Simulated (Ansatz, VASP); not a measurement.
# Cross-check of VInS3 between VASP and Ansatz

Wanted: the spread between two codes on one cell, functional and k mesh. The cell is generated by rule, not measured, and may not be a known phase. The two relaxations start from unlike cells of this crystal (the structure described is Ansatz's start), so only their ends are compared.

Calculated with Ansatz 0.2.0; plane waves, with VASP 6.6.1 beside it; relaxation of cell and atoms at PBEsol.

The structure was built from a prototype and need not be the compound's stable phase.

## Step 1: The starting structure

It takes space group Pm-3m (No. 221, cubic). The conventional cell has a = 4.665 Å, b = 4.665 Å, c = 4.665 Å, α = 90.00°, β = 90.00°, γ = 90.00°. In has 12 S at 3.30 Å nearest. V has 6 S at 2.33 Å nearest. S has 2 V at 2.33 Å nearest. Farther neighbours and most contacts between anions are not listed.

Coordinates:

```xyz
5
Lattice="4.6648 0.0000 0.0000 0.0000 4.6648 0.0000 0.0000 0.0000 4.6648" Properties=species:S:1:pos:R:3 pbc="T T T"
In    0.0000    0.0000    0.0000
V     2.3324    2.3324    2.3324
S     2.3324    2.3324    0.0000
S     2.3324    0.0000    2.3324
S     0.0000    2.3324    2.3324
```

## Step 2: VASP: relaxation of cell and atoms, PBEsol

The relaxed volume is the usual yardstick between codes: in a stiff, nearly cubic crystal its relative difference is about their pressure difference at one cell divided by the bulk modulus.

Lines of VASP's logs that name or quote its potential files are left out, and so is its time.

Input file INCAR:

```
SYSTEM = VInS3
PREC = Accurate
ENCUT = 500
EDIFF = 1E-07
NELM = 120
ISMEAR = 0
SIGMA = 0.1
LREAL = .FALSE.
ALGO = Normal
GGA = PS
NBANDS = 28
LASPH = .TRUE.
LORBIT = 11
LWAVE = .FALSE.
LCHARG = .FALSE.
ISIF = 3
IBRION = 2
NSW = 80
EDIFFG = -0.005
GGA_COMPAT = .FALSE.
NELMIN = 4
KPAR = 2
```

Input file POSCAR:

```
VInS3
1.0
    4.5790943792      0.0000000000      0.0000000000
    0.0000000000      4.5790943792      0.0000000000
    0.0000000000      0.0000000000      4.5790943792
In V S
1 1 3
Direct
    0.0000000000      0.0000000000      0.0000000000
    0.5000000000      0.5000000000      0.5000000000
    0.5000000000      0.5000000000      0.0000000000
    0.5000000000      0.0000000000      0.5000000000
    0.0000000000      0.5000000000      0.5000000000
```

Input file KPOINTS:

```
Automatic mesh
0
Gamma
8 8 8
0 0 0
```

PAW data sets: In_d, V_sv and S (PBE family, release 64).

Run with:

```bash
$ mpirun -np 2 vasp_std
```

Numbers of over 12 decimals in the logs are rounded to 6 here.

Log:

```text
[banner, memory and clock lines left out]
running    2 mpi-ranks, on    1 nodes
 distrk:  each k-point on    1 cores,    2 groups
 distr:  one band on    1 cores,    1 groups

 POSCAR found type information on POSCAR InV S
 POSCAR found :  3 types and       5 ions
|                                                                             |
|               ----> ADVICE to this user running VASP <----                  |
|                                                                             |
|     You enforced a specific xc type in the INCAR file but a different       |
|     [... a line on the potential file left out ...]
|     I HOPE YOU KNOW WHAT YOU ARE DOING!                                     |
|                                                                             |

 LDA part: xc-table for (Slater+PW92), standard interpolation
 POSCAR, INCAR and KPOINTS ok, starting setup
 FFT: planning ... GRIDC
 FFT: planning ... GRID_SOFT
 FFT: planning ... GRID
 WAVECAR not read
 entering main loop
       N       E                     dE             d eps       ncg     rms          rms(c)
DAV:   1     0.453724794571E+03    0.45372E+03   -0.21760E+04  2184   0.166E+03
DAV:   2     0.250121047449E+02   -0.42871E+03   -0.41707E+03  1988   0.457E+02
DAV:   3    -0.301317168094E+02   -0.55144E+02   -0.51180E+02  2672   0.148E+02
DAV:   4    -0.330990026382E+02   -0.29673E+01   -0.29271E+01  2248   0.329E+01
DAV:   5    -0.332289287724E+02   -0.12993E+00   -0.12982E+00  2840   0.794E+00    0.263E+01
DAV:   6    -0.449909780280E+02   -0.11762E+02   -0.15455E+02  2192   0.580E+01    0.443E+01
DAV:   7    -0.286377897769E+02    0.16353E+02   -0.11748E+02  2264   0.820E+01    0.130E+01
DAV:   8    -0.278173982733E+02    0.82039E+00   -0.59132E+00  2136   0.139E+01    0.300E+00
DAV:   9    -0.277728049982E+02    0.44593E-01   -0.39214E-01  2656   0.418E+00    0.160E+00
DAV:  10    -0.277633953649E+02    0.94096E-02   -0.14073E-01  2388   0.216E+00    0.115E+00
DAV:  11    -0.277532228158E+02    0.10173E-01   -0.42383E-02  2300   0.132E+00    0.439E-01
DAV:  12    -0.277559310559E+02   -0.27082E-02   -0.93569E-03  2336   0.660E-01    0.546E-01
DAV:  13    -0.277534495014E+02    0.24816E-02   -0.11359E-02  2336   0.636E-01    0.133E-01
DAV:  14    -0.277533226250E+02    0.12688E-03   -0.43054E-04  2452   0.135E-01    0.494E-02
DAV:  15    -0.277533203417E+02    0.22833E-05   -0.19262E-05  2716   0.231E-02    0.495E-02
DAV:  16    -0.277533203141E+02    0.27600E-07   -0.26376E-07  2004   0.314E-03
   1 F= -.27753320E+02 E0= -.27740487E+02  d E =-.277533E+02
[...]
2 F= -.27752887E+02 E0= -.27739964E+02  d E =0.433556E-03
[...]
3 F= -.27753232E+02 E0= -.27740349E+02  d E =0.884309E-04
[...]
4 F= -.27753275E+02 E0= -.27740402E+02  d E =0.453406E-04
[...]
5 F= -.27753295E+02 E0= -.27740430E+02  d E =0.251535E-04
 curvature:  -0.22 expect dE=-0.692E-05 dE for cont linesearch -0.692E-05
 ZBRENT: bisectioning
 opt :   0.0584  next Energy=   -27.753301 (dE= 0.190E-04)
 bond charge predicted
       N       E                     dE             d eps       ncg     rms          rms(c)
DAV:   1    -0.277533336665E+02   -0.38496E-04   -0.53833E-04  2088   0.289E-01    0.624E-02
DAV:   2    -0.277535398261E+02   -0.20616E-03   -0.11705E-03  2316   0.254E-01    0.161E-01
DAV:   3    -0.277533022511E+02    0.23757E-03   -0.73816E-04  2308   0.182E-01    0.124E-02
DAV:   4    -0.277533006930E+02    0.15581E-05   -0.19650E-05  2168   0.393E-02    0.440E-03
DAV:   5    -0.277533009360E+02   -0.24304E-06   -0.76518E-07  2348   0.553E-03    0.267E-03
DAV:   6    -0.277533013085E+02   -0.37249E-06   -0.82271E-08  1252   0.357E-03    0.575E-04
DAV:   7    -0.277533013950E+02   -0.86423E-07   -0.35775E-08  1120   0.173E-03
   6 F= -.27753301E+02 E0= -.27740440E+02  d E =0.189192E-04
 curvature:  -0.19 expect dE=-0.266E-05 dE for cont linesearch -0.266E-05
 trial: gam= 0.00000 g(F)=  0.190E-66 g(S)=  0.138E-04 ort =-0.836E-04 (trialstep = 0.812E+00)
 search vector abs. value=  0.138E-04
 reached required accuracy - stopping structural energy minimisation
```

Parts of OUTCAR (step 2):

```text
ion  position               nearest neighbor table
   1  0.000  0.000  0.000-   3 3.24   4 3.24   5 3.24   4 3.24   5 3.24   3 3.24   5 3.24   5 3.24
                             3 3.24   4 3.24   4 3.24   3 3.24
   2  0.500  0.500  0.500-   3 2.29   4 2.29   5 2.29   3 2.29   4 2.29   5 2.29
   3  0.500  0.500  0.000-   2 2.29   2 2.29   1 3.24   1 3.24   1 3.24   1 3.24
   4  0.500  0.000  0.500-   2 2.29   2 2.29   1 3.24   1 3.24   1 3.24   1 3.24
   5  0.000  0.500  0.500-   2 2.29   2 2.29   1 3.24   1 3.24   1 3.24   1 3.24

  LATTYP: Found a simple cubic cell.
 ALAT       =     4.5790943792

 Subroutine GETGRP returns: Found 48 space group operations
 (whereof 48 operations were pure point group operations)

The static configuration has the point symmetry O_h .

 Found     35 irreducible k-points:

   k-points           NKPTS =     35   k-points in BZ     NKDIM =     35   number of bands    NBANDS=     28

   dimension x,y,z NGX =    36 NGY =   36 NGZ =   36
   dimension x,y,z NGXF=    72 NGYF=   72 NGZF=   72

   ENCUT  =  500.0 eV  36.75 Ry    6.06 a.u.   8.35  8.35  8.35*2*pi/ulx,y,z

   NELECT =      44.0000    total number of electrons

 k-points in reciprocal lattice and weights: Automatic mesh
   0.00000000  0.00000000  0.00000000       0.002
   0.12500000  0.00000000  0.00000000       0.012
   0.25000000  0.00000000  0.00000000       0.012
   0.37500000  0.00000000  0.00000000       0.012
   0.50000000  0.00000000  0.00000000       0.006
   0.12500000  0.12500000  0.00000000       0.023
   0.25000000  0.12500000  0.00000000       0.047
   0.37500000  0.12500000  0.00000000       0.047
   0.50000000  0.12500000  0.00000000       0.023
[...]
0.50000000  0.50000000  0.37500000       0.012
   0.50000000  0.50000000  0.50000000       0.002

 average (electrostatic) potential at core
       1 -94.0968       2 -74.8378       3 -85.1830       4 -85.1830       5 -85.1830

 E-fermi :   6.2430

 k-point     1 :       0.0000    0.0000    0.0000
  band No.  band energies     occupation
    ...
     21       5.3587      2.00000
     22       5.3587      2.00000
     23       5.6439      2.00000
     24       5.6439      2.00000
     25       5.6439      2.00000
     26       6.8306      0.00000
     27       6.8306      0.00000
     28      11.9385      0.00000

 k-point     2 :       0.1250    0.0000    0.0000
  band No.  band energies     occupation
    ...
     21       5.3635      2.00000
     22       5.3923      2.00000
     23       5.3923      2.00000
     24       6.1134      1.93302
     25       6.1134      1.93302
     26       6.8374      0.00000
     27       7.3507      0.00000
     28      11.4366      0.00000

 k-point     3 :       0.2500    0.0000    0.0000
  band No.  band energies     occupation
    ...
     19       4.5704      2.00000
     20       5.3752      2.00000
     21       5.4685      2.00000
     22       5.4685      2.00000
     23       5.4872      2.00000
     24       6.7326      0.00000
     25       6.7326      0.00000
     26       6.8500      0.00000
     27       7.9340      0.00000
     28      10.5454      0.00000

  Total       -0.0218672     -0.0218672     -0.0218672     -0.0000000      0.0000000      0.0000000
  in kB       -0.3648108     -0.3648108     -0.3648108     -0.0000000      0.0000000      0.0000000
  external PRESSURE =      -0.3648108 kB  Pullay stress =       0.0000000 kB

  energy-cutoff  :      500.00
  volume of cell :       96.04
      direct lattice vectors                 reciprocal lattice vectors
     4.579435244  0.000000000  0.000000000     0.218367538 -0.000000000 -0.000000000
     0.000000000  4.579435244 -0.000000000    -0.000000000  0.218367538 -0.000000000
     0.000000000  0.000000000  4.579435244    -0.000000000  0.000000000  0.218367538

 POSITION                                       TOTAL-FORCE (eV/Angst)
 -----------------------------------------------------------------------------------
      0.00000      0.00000      0.00000        -0.000000     -0.000000      0.000000
      2.28972      2.28972      2.28972         0.000000      0.000000      0.000000
      2.28972      2.28972     -0.00000        -0.000000     -0.000000      0.000000
      2.28972      0.00000      2.28972        -0.000000     -0.000000      0.000000
      0.00000      2.28972      2.28972        -0.000000     -0.000000      0.000000
 -----------------------------------------------------------------------------------
    total drift:                                0.000000      0.000000      0.000000

  FREE ENERGIE OF THE ION-ELECTRON SYSTEM (eV)
  ---------------------------------------------------
  free  energy   TOTEN  =       -27.7533013950 eV

  energy  without entropy=      -27.7275788753  energy(sigma->0) =      -27.74044014

 reached required accuracy - stopping structural energy minimisation

 total charge
# of ion       s       p       d       tot
------------------------------------------
    1        1.087   0.217   9.864  11.168
    2        2.260   6.265   3.075  11.600
    3        1.353   2.330   0.000   3.682
    4        1.353   2.330   0.000   3.682
    5        1.353   2.330   0.000   3.682
--------------------------------------------------
tot          7.405  13.471  12.939  33.816

[... 3 further parts left out ...]
```

(Continued in part 2 of 2.)

[Lines on the potential files, build, host, timing and source positions are cut from VASP's logs without a mark.]

[Logs are printed without paths, hosts, clocks, repeated set-up lines and the standing remarks that a program may print on its own settings, such as how far it seeks lower states.]

[Hosts, paths, dates, database ids (printed as entryN), source tags and the programs' standing remarks are cut or masked in the printed files.]
